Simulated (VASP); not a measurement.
These are optB86b-vdW, VASP's PBE PAW potentials (set 64) (plane waves; VASP) values and carry that method's errors.

VASP input:

File KPOINTS:
```
Regular mesh
0
gamma
  10 10 3
```

### INCAR
```
AGGAC  =  0.0
ALGO  =  Normal
EDIFF  =  1E-7
EDIFFG  =  -0.01
ENCUT  =  520
GGA  =  MK
IBRION  =  2
ISIF  =  4
ISMEAR  =  1
LASPH  =  .True.
LCHARG  =  .False.
LMAXMIX  =  6
LREAL  =  .False.
LUSE_VDW  =  .True.
LWAVE  =  .False.
NELM  =  100
NSW  =  30
PARAM1  =  0.1234
PARAM2  =  1.0
PREC  =  Accurate
SIGMA  =  0.1
SYSTEM  =  La
```

### POSCAR
```
La
1
    1.8329762843    -3.1748082662     0.0000000000
    1.8329762843     3.1748082662     0.0000000000
    0.0000000000     0.0000000000    11.7206438188
La
4
Direct
  1.0000000000   1.0000000000   0.5000000000
  1.0000000000   1.0000000000   1.0000000000
  0.3333330000   0.6666670000   0.2500000000
  0.6666670000   0.3333330000   0.7500000000
```

POTCAR, in this order: La (PBE.64 set). Program: vasp_std.

The run wrote:

**OUTCAR**
```
 ion  position               nearest neighbor table
   1  0.000  0.000  0.500-   3 3.61   4 3.61   4 3.61   3 3.61   4 3.61   3 3.61
   2  0.000  0.000  0.000-   3 3.61   4 3.61   4 3.61   3 3.61   4 3.61   3 3.61
   3  0.333  0.667  0.250-   1 3.61   2 3.61   1 3.61   2 3.61   1 3.61   2 3.61
   4  0.667  0.333  0.750-   1 3.61   2 3.61   1 3.61   2 3.61   1 3.61   2 3.61
  LATTYP: Found a hexagonal cell.
 ALAT       =     3.6659527528
 C/A-ratio  =     3.1971617228
 Subroutine PRICEL returns:
 Original cell was already a primitive cell.
 Subroutine GETGRP returns: Found 24 space group operations
The static configuration has the point symmetry D_3d.
 The point group associated with its full space group is D_6h.
The dynamic configuration has the point symmetry D_3d.
 Subroutine INISYM returns: Found 24 space group operations
 Subroutine IBZKPT returns following result:
 Found     28 irreducible k-points:

 Following reciprocal coordinates:
            Coordinates               Weight
  0.000000  0.000000  0.000000      1.000000
  0.100000 -0.000000  0.000000      6.000000
  0.200000 -0.000000  0.000000      6.000000
  0.300000  0.000000  0.000000      6.000000
  0.400000 -0.000000  0.000000      6.000000
...
```

### OSZICAR
```
       N       E                     dE             d eps       ncg     rms          rms(c)
DAV:   1     0.576420698114E+03    0.57642E+03   -0.15097E+04  1464   0.236E+03
DAV:   2     0.125460497412E+03   -0.45096E+03   -0.44578E+03  2208   0.456E+02
DAV:   3     0.611303579961E+01   -0.11935E+03   -0.11829E+03  2706   0.279E+02
DAV:   4    -0.864858158603E+01   -0.14762E+02   -0.14524E+02  2688   0.100E+02
DAV:   5    -0.106939000719E+02   -0.20453E+01   -0.19952E+01  2840   0.326E+01    0.558E+00
DAV:   6    -0.109302400067E+02   -0.23634E+00   -0.26071E+00  2800   0.116E+01    0.294E+00
DAV:   7    -0.109833827174E+02   -0.53143E-01   -0.42288E-01  2672   0.485E+00    0.713E-01
DAV:   8    -0.109993959156E+02   -0.16013E-01   -0.62039E-02  2856   0.187E+00    0.365E-01
DAV:   9    -0.110046979321E+02   -0.53020E-02   -0.11531E-02  2464   0.942E-01    0.164E-01
DAV:  10    -0.110044107330E+02    0.28720E-03   -0.21455E-03  2680   0.419E-01    0.148E-02
DAV:  11    -0.110044353325E+02   -0.24599E-04   -0.31601E-04  2880   0.119E-01    0.268E-02
DAV:  12    -0.110044372691E+02   -0.19366E-05   -0.45584E-05  2560   0.557E-02    0.769E-03
DAV:  13    -0.110044375270E+02   -0.25792E-06   -0.72236E-06  2448   0.186E-02    0.109E-03
DAV:  14    -0.110044376329E+02   -0.10592E-06   -0.98009E-07  1544   0.678E-03    0.737E-04
DAV:  15    -0.110044375611E+02    0.71888E-07   -0.16928E-07  1472   0.527E-03
   1 F= -.11004438E+02 E0= -.11004118E+02  d E =-.110044E+02
       N       E                     dE             d eps       ncg     rms          rms(c)
DAV:   1    -0.110050610193E+02   -0.62339E-03   -0.47661E-02  2190   0.401E+00    0.105E-01
DAV:   2    -0.110047133581E+02    0.34766E-03   -0.15694E-03  2560   0.467E-01    0.570E-02
DAV:   3    -0.110045779877E+02    0.13537E-03   -0.74083E-04  2624   0.287E-01    0.150E-02
DAV:   4    -0.110045782002E+02   -0.21246E-06   -0.45422E-05  2520   0.613E-02    0.957E-03
DAV:   5    -0.110045782566E+02   -0.56465E-07   -0.33175E-06  2480   0.168E-02    0.564E-03
DAV:   6    -0.110045784437E+02   -0.18702E-06   -0.94541E-07  2040   0.844E-03    0.536E-04
DAV:   7    -0.110045784510E+02   -0.73105E-08   -0.11506E-07  1184   0.610E-03
   2 F= -.11004578E+02 E0= -.11004268E+02  d E =-.140890E-03
       N       E                     dE             d eps       ncg     rms          rms(c)
DAV:   1    -0.110051865840E+02   -0.60814E-03   -0.53400E-02  2118   0.424E+00    0.111E-01
DAV:   2    -0.110047991891E+02    0.38739E-03   -0.17595E-03  2528   0.493E-01    0.605E-02
DAV:   3    -0.110046475441E+02    0.15164E-03   -0.83369E-04  2608   0.304E-01    0.159E-02
DAV:   4    -0.110046477270E+02   -0.18294E-06   -0.49670E-05  2536   0.652E-02    0.101E-02
DAV:   5    -0.110046478457E+02   -0.11872E-06   -0.37469E-06  2568   0.175E-02    0.573E-03
DAV:   6    -0.110046480220E+02   -0.17628E-06   -0.10398E-06  2072   0.859E-03    0.563E-04
DAV:   7    -0.110046480309E+02   -0.88967E-08   -0.11110E-07  1148   0.601E-03
   3 F= -.11004648E+02 E0= -.11004351E+02  d E =-.210470E-03
```

OUTCAR:
```
------------------------ aborting loop because EDIFF is reached ----------------------------------------
  FORCE on cell =-STRESS in cart. coord.  units (eV):
  Direction    XX          YY          ZZ          XY          YZ          ZX
  --------------------------------------------------------------------------------------
  Total        0.9097158      0.9097159      0.8889977      0.0000000      0.0000000      0.0000000
  in kB       10.6846552     10.6846567     10.4413202      0.0000000      0.0000000      0.0000000
  external PRESSURE =      10.6035441 kB  Pullay stress =       0.0000000 kB
  volume of cell :      136.41
      direct lattice vectors                 reciprocal lattice vectors
     1.835227007 -3.178706642 -0.000000000     0.272445860 -0.157296680  0.000000000
     1.835227007  3.178706642  0.000000000     0.272445860  0.157296680 -0.000000000
     0.000000000  0.000000000 11.691913014     0.000000000 -0.000000000  0.085529203
 POSITION                                       TOTAL-FORCE (eV/Angst)
 -----------------------------------------------------------------------------------
      0.00000      0.00000      5.84596        -0.000000     -0.000000      0.000000
      0.00000      0.00000      0.00000        -0.000000     -0.000000      0.000000
      1.83523      1.05957      2.92298        -0.000000     -0.000000     -0.000000
      1.83523     -1.05957      8.76893         0.000000      0.000000      0.000000
 -----------------------------------------------------------------------------------
    total drift:                                0.000000      0.000000      0.000000
  FREE ENERGIE OF THE ION-ELECTRON SYSTEM (eV)
  ---------------------------------------------------
  free  energy   TOTEN  =       -11.0046480309 eV

  energy  without entropy=      -11.0037571018  energy(sigma->0) =      -11.00435105

 reached required accuracy - stopping structural energy minimisation
```
(Selected blocks of OUTCAR.)

### CONTCAR
```
La
   1.00000000000000
     1.8352270067833003   -3.1787066422457202   -0.0000000000000000
     1.8352270067833003    3.1787066422457202    0.0000000000000000
     0.0000000000000000    0.0000000000000000   11.6919130139968264
  La
     4
Direct
     0.0000000000000000    0.0000000000000000    0.5000000000000000
     0.0000000000000000    0.0000000000000000    0.0000000000000000
     0.3333330000000032    0.6666669999999968    0.2500000000000000
     0.6666669999999968    0.3333330000000032    0.7500000000000000
```

The compound is La in the dhcp structure. This cell is one point of a volume scan, at 0.97 of the reference volume. Symmetry was kept, so distortions that lower it aren't found.
